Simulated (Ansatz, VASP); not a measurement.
# Cross-check of AlNi3 between VASP and Ansatz, part 2 of 2

Wanted: the spread between two codes on one cell, functional and k mesh. The cell is taken from a series of runs on this material, whose earlier steps may have relaxed, scaled, displaced or heated it; both programs get it as it stands.

VASP 6.6.1 and Ansatz 0.2.0.

So far. Step 2 (Ansatz: single point, r2SCAN): The run ends at a pressure of 0.54 GPa.

## (3) VASP: single point, r2SCAN

Level of this step: r2SCAN, spin-polarised from a ferromagnetic start; plane waves and PAW (Ni, Al) (VASP).

The same cell, functional, mesh and smearing now go to VASP, with its own data sets.

Lines of VASP's logs that name or quote its potential files are left out, and so is its time.

INCAR reads:

```
SYSTEM = AlNi3
PREC = Accurate
ENCUT = 660
EDIFF = 1E-06
NELM = 200
ISMEAR = -1
SIGMA = 0.05
LREAL = .FALSE.
ALGO = Normal
METAGGA = R2SCAN
LASPH = .TRUE.
NBANDS = 25
ISPIN = 2
MAGMOM = 0.36 0.36 0.36 -0.03
LMAXMIX = 4
LORBIT = 11
LWAVE = .FALSE.
LCHARG = .FALSE.
ISIF = 2
GGA_COMPAT = .FALSE.
LMIXTAU = .TRUE.
KPAR = 2
```

POSCAR reads:

```
AlNi3
1.0
    3.5230547267      0.0000000000      0.0000000000
    0.0000000000      3.5230547267      0.0000000000
    0.0000000000      0.0000000000      3.5230547267
Ni Al
3 1
Direct
    0.5000000000      0.5000000000      0.0000000000
    0.5000000000      0.0000000000      0.5000000000
    0.0000000000      0.5000000000      0.5000000000
    0.0000000000      0.0000000000      0.0000000000
```

KPOINTS reads:

```
Automatic mesh
0
Gamma
10 10 10
0 0 0
```

PAW data sets: Ni and Al (PBE family, release 64).

On the command line:

```console
mpirun -np 2 vasp_std
```

Numbers of over 12 decimals in the logs are rounded to 6 here.

Log:

```text
[banner, memory and clock lines left out]
running    2 mpi-ranks, on    1 nodes
 distrk:  each k-point on    1 cores,    2 groups
 distr:  one band on    1 cores,    1 groups

 POSCAR found type information on POSCAR NiAl
 POSCAR found :  2 types and       4 ions
|                                                                             |
|               ----> ADVICE to this user running VASP <----                  |
|                                                                             |
|     You enforced a specific xc type in the INCAR file but a different       |
|     [... a line on the potential file left out ...]
|     I HOPE YOU KNOW WHAT YOU ARE DOING!                                     |
|                                                                             |

 LDA part: xc-table for (None), standard interpolation
 POSCAR, INCAR and KPOINTS ok, starting setup
 FFT: planning ... GRIDC
 FFT: planning ... GRID_SOFT
 FFT: planning ... GRID
 WAVECAR not read
 entering main loop
       N       E                     dE             d eps       ncg     rms          rms(c)
DAV:   1     0.190944274333E+03    0.19094E+03   -0.17188E+04  5656   0.209E+03
DAV:   2    -0.397033395492E+02   -0.23065E+03   -0.21624E+03  5609   0.356E+02
DAV:   3    -0.522470446764E+02   -0.12544E+02   -0.11880E+02  6374   0.110E+02
DAV:   4    -0.524440661166E+02   -0.19702E+00   -0.19679E+00  6685   0.124E+01
DAV:   5    -0.524515453267E+02   -0.74792E-02   -0.74788E-02  7284   0.216E+00    0.204E+01
DAV:   6    -0.500613548385E+02    0.23902E+01   -0.49709E+01  6263   0.130E+02    0.228E+01
DAV:   7    -0.442962044185E+02    0.57652E+01   -0.14266E+01  6528   0.657E+01    0.276E+00
DAV:   8    -0.443289499021E+02   -0.32745E-01   -0.47227E-01  6665   0.779E+00    0.248E+00
DAV:   9    -0.442996544859E+02    0.29295E-01   -0.17648E-01  6241   0.684E+00    0.733E-01
DAV:  10    -0.443144821985E+02   -0.14828E-01   -0.20101E-02  6986   0.160E+00    0.399E-01
DAV:  11    -0.443149107179E+02   -0.42852E-03   -0.41622E-03  6551   0.109E+00    0.257E-01
DAV:  12    -0.443151654546E+02   -0.25474E-03   -0.45620E-04  6961   0.283E-01    0.754E-02
DAV:  13    -0.443151982328E+02   -0.32778E-04   -0.68546E-05  6066   0.957E-02    0.420E-02
DAV:  14    -0.443151991312E+02   -0.89841E-06   -0.11478E-05  7497   0.441E-02    0.228E-02
DAV:  15    -0.443151984764E+02    0.65485E-06   -0.24512E-06  5161   0.188E-02
   1 F= -.44315198E+02 E0= -.44306115E+02  d E =-.181678E-01  mag=     0.8728
```

OUTCAR, selected parts (step 3):

```text
ion  position               nearest neighbor table
   1  0.500  0.500  0.000-   2 2.49   3 2.49   4 2.49   2 2.49   3 2.49   2 2.49   4 2.49   2 2.49
                             3 2.49   4 2.49   3 2.49   4 2.49
   2  0.500  0.000  0.500-   1 2.49   3 2.49   4 2.49   1 2.49   4 2.49   1 2.49   3 2.49   1 2.49
                             3 2.49   4 2.49   4 2.49   3 2.49
   3  0.000  0.500  0.500-   1 2.49   2 2.49   4 2.49   1 2.49   4 2.49   2 2.49   4 2.49   4 2.49
                             1 2.49   2 2.49   1 2.49   2 2.49
   4  0.000  0.000  0.000-   1 2.49   2 2.49   3 2.49   2 2.49   3 2.49   1 2.49   3 2.49   3 2.49
                             1 2.49   2 2.49   2 2.49   1 2.49

  LATTYP: Found a simple cubic cell.
 ALAT       =     3.5230547267

 Subroutine GETGRP returns: Found 48 space group operations
 (whereof 48 operations were pure point group operations)

The static configuration has the point symmetry O_h .

 Found     56 irreducible k-points:

   k-points           NKPTS =     56   k-points in BZ     NKDIM =     56   number of bands    NBANDS=     25

   dimension x,y,z NGX =    30 NGY =   30 NGZ =   30
   dimension x,y,z NGXF=    60 NGYF=   60 NGZF=   60

   ENCUT  =  660.0 eV  48.51 Ry    6.96 a.u.   7.38  7.38  7.38*2*pi/ulx,y,z

   NELECT =      33.0000    total number of electrons

 k-points in reciprocal lattice and weights: Automatic mesh
   0.00000000  0.00000000  0.00000000       0.001
   0.10000000  0.00000000  0.00000000       0.006
   0.20000000  0.00000000  0.00000000       0.006
   0.30000000  0.00000000  0.00000000       0.006
   0.40000000  0.00000000  0.00000000       0.006
   0.50000000  0.00000000  0.00000000       0.003
   0.10000000  0.10000000  0.00000000       0.012
   0.20000000  0.10000000  0.00000000       0.024
   0.30000000  0.10000000  0.00000000       0.024
[...]
0.50000000  0.50000000  0.40000000       0.006
   0.50000000  0.50000000  0.50000000       0.001

 average (electrostatic) potential at core
       1 -86.6109       2 -86.6109       3 -86.6109       4 -72.6251

 E-fermi :   9.8254

 spin component 1
 k-point     1 :       0.0000    0.0000    0.0000
  band No.  band energies     occupation
    ...
     12       8.9726      1.00000
     13       9.3086      0.99997
     14       9.4277      0.99965
     15       9.4277      0.99965
     16       9.4277      0.99965
     17      10.7040      0.00000
     18      10.7040      0.00000
     19      10.7040      0.00000
     20      16.6459      0.00000
     21      16.6459      0.00000
    ...

 k-point     2 :       0.1000    0.0000    0.0000
  band No.  band energies     occupation
    ...
     12       8.9741      1.00000
     13       9.1740      1.00000
     14       9.1740      1.00000
     15       9.2625      0.99999
     16       9.4279      0.99965
     17      10.1684      0.00105
     18      11.1220      0.00000
     19      11.1220      0.00000
     20      16.6312      0.00000
     21      17.0716      0.00000
    ...

 k-point     3 :       0.2000    0.0000    0.0000
  band No.  band energies     occupation
    ...
     13       8.7964      1.00000
     14       8.9686      1.00000
     15       9.1346      1.00000
     16       9.2451      0.99999
     17       9.4282      0.99965
     18      11.9866      0.00000
     19      11.9866      0.00000
     20      16.5886      0.00000
     21      17.4439      0.00000
     22      19.7567      0.00000
    ...

 k-point     4 :       0.3000    0.0000    0.0000
  band No.  band energies     occupation
    ...
     13       8.5098      1.00000
     14       8.7342      1.00000
     15       8.8526      1.00000
     16       9.0383      1.00000
     17       9.4285      0.99964
     18      13.0566      0.00000
     19      13.0566      0.00000
     20      16.5263      0.00000
     21      17.7387      0.00000
     22      18.7926      0.00000
    ...

 k-point     5 :       0.4000    0.0000    0.0000
  band No.  band energies     occupation
    ...
     13       8.3330      1.00000
     14       8.4657      1.00000
     15       8.6175      1.00000
     16       9.0329      1.00000
     17       9.4288      0.99964
     18      14.2828      0.00000
     19      14.2828      0.00000
     20      16.4660      0.00000
     21      17.1562      0.00000
     22      17.1562      0.00000
    ...

 k-point     6 :       0.5000    0.0000    0.0000
  band No.  band energies     occupation
    ...
     13       8.2722      1.00000
     14       8.3578      1.00000
     15       8.4926      1.00000
     16       9.0345      1.00000
     17       9.4289      0.99964
     18      15.6429      0.00000
     19      15.6429      0.00000
     20      15.6595      0.00000
     21      15.6596      0.00000
     22      16.4402      0.00000
    ...

  Total        0.1068736      0.1068736      0.1068736     -0.0000000     -0.0000000      0.0000000
  in kB        3.9158208      3.9158208      3.9158208     -0.0000000     -0.0000000      0.0000000
  external PRESSURE =       3.9158208 kB  Pullay stress =       0.0000000 kB

  energy-cutoff  :      660.00
  volume of cell :       43.73
      direct lattice vectors                 reciprocal lattice vectors
     3.523054727  0.000000000  0.000000000     0.283844583  0.000000000  0.000000000
     0.000000000  3.523054727  0.000000000     0.000000000  0.283844583  0.000000000
     0.000000000  0.000000000  3.523054727     0.000000000  0.000000000  0.283844583

 POSITION                                       TOTAL-FORCE (eV/Angst)
 -----------------------------------------------------------------------------------
      1.76153      1.76153      0.00000         0.000000      0.000000      0.000000
      1.76153      0.00000      1.76153         0.000000      0.000000      0.000000
      0.00000      1.76153      1.76153         0.000000      0.000000      0.000000
      0.00000      0.00000      0.00000         0.000000      0.000000      0.000000
 -----------------------------------------------------------------------------------
    total drift:                                0.000000      0.000000     -0.000000

  FREE ENERGIE OF THE ION-ELECTRON SYSTEM (eV)
  ---------------------------------------------------
  free  energy   TOTEN  =       -44.3151984764 eV

  energy  without entropy=      -44.2970306308  energy(sigma->0) =      -44.30611455

 total charge
# of ion       s       p       d       tot
------------------------------------------
    1        0.521   0.573   8.393   9.487
    2        0.521   0.573   8.393   9.487
    3        0.521   0.573   8.393   9.487
    4        0.412   0.417   0.000   0.829
--------------------------------------------------
tot          1.975   2.135  25.178  29.289

 magnetization (x)
# of ion       s       p       d       tot
------------------------------------------
    1       -0.007  -0.025   0.358   0.325
    2       -0.007  -0.025   0.358   0.325
    3       -0.007  -0.025   0.358   0.325
    4       -0.002  -0.014   0.000  -0.016
--------------------------------------------------
tot         -0.024  -0.090   1.075   0.960

[... 6 further parts left out ...]
```

SCAN-type functionals tend to overstate the moments of itinerant magnets.

## (4) Differences

Known differences besides the potentials themselves: VASP starts from the moments at which Ansatz ended; VASP keeps PBE cores, Ansatz makes them for the functional; the data sets hold 57 valence electrons in Ansatz (on its default PAW (the set named soft_2) files) and 33 in VASP; the cutoff is 500 eV in Ansatz and 660 eV in VASP; site moments are counted in spheres of each program's own size. Total energies have different zeros and are not compared.

Both answers:

```csv
quantity,Ansatz,VASP,difference
pressure (GPa),0.54,0.39,+0.15
total moment (μB),0.90,0.87,+0.03
moment on Ni1 (μB),0.36,0.33,+0.04
moment on Ni2 (μB),0.36,0.33,+0.04
moment on Ni3 (μB),0.36,0.33,+0.04
```

## (5) What came out

```json
{
 "difference in total moment (single point, r2SCAN)": "0.031 μB"
}
```

What this shows: The difference in total moment is 0.031 μB (single point, r2SCAN). The data sets hold unlike numbers of valence electrons (57 in Ansatz and 33 in VASP), so part of the differences comes from the potentials. How closely two codes agree says nothing of how well the functional describes the real material.

[Lines on the potential files, build, host, timing and source positions are cut from VASP's logs without a mark.]

[Logs are printed without paths, hosts, clocks, repeated set-up lines and the standing remarks that a program may print on its own settings, such as how far it seeks lower states.]

[Hosts, paths, dates, database ids (printed as entryN), source tags and the programs' standing remarks are cut or masked in the printed files.]
